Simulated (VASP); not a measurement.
All values below come from PBE GGA, VASP's PBE PAW potentials (set 64) (plane waves; VASP).

VASP input:

### POSCAR
```
Al
1
    0.0000000000     2.0250000000     2.0250000000
    2.0250000000     0.0000000000     2.0250000000
    2.0250000000     2.0250000000     0.0000000000
Al
1
Direct
  0.0000000000   0.0000000000   0.0000000000
```

**INCAR**
```
SYSTEM=Al
PREC=Accurate; ENCUT=400; LREAL=.FALSE.
LASPH=.TRUE.; KSPACING=0.2; KGAMMA=.TRUE.
EDIFF=1E-6; NELM=100; ALGO=Normal
ISMEAR=1; SIGMA=0.1
GGA=PE
ISIF=2
LWAVE=.FALSE.; LCHARG=.FALSE.
```

POTCAR, in this order: Al (PBE.64 set). Program: vasp_std.

Q: What will the output report for the number of irreducible k-points (NKPTS), number of bands (NBANDS), largest plane-wave count, number of space-group operations, FFT grid (NGX, NGY, NGZ)?

A: 
```json
{
  "number of irreducible k-points (NKPTS)": "104",
  "number of bands (NBANDS)": "5",
  "largest_plane_wave_count": "311",
  "number_of_space_group_operations": "48",
  "FFT grid (NGX, NGY, NGZ)": "20 × 20 × 20"
}
```

The compound is Al in the fcc structure. The cell was not relaxed at this level. The run is one of a series of settings (KGAMMA = .TRUE., KSPACING = 0.2, KPOINTS file removed against the base run), some of them coarse on purpose.
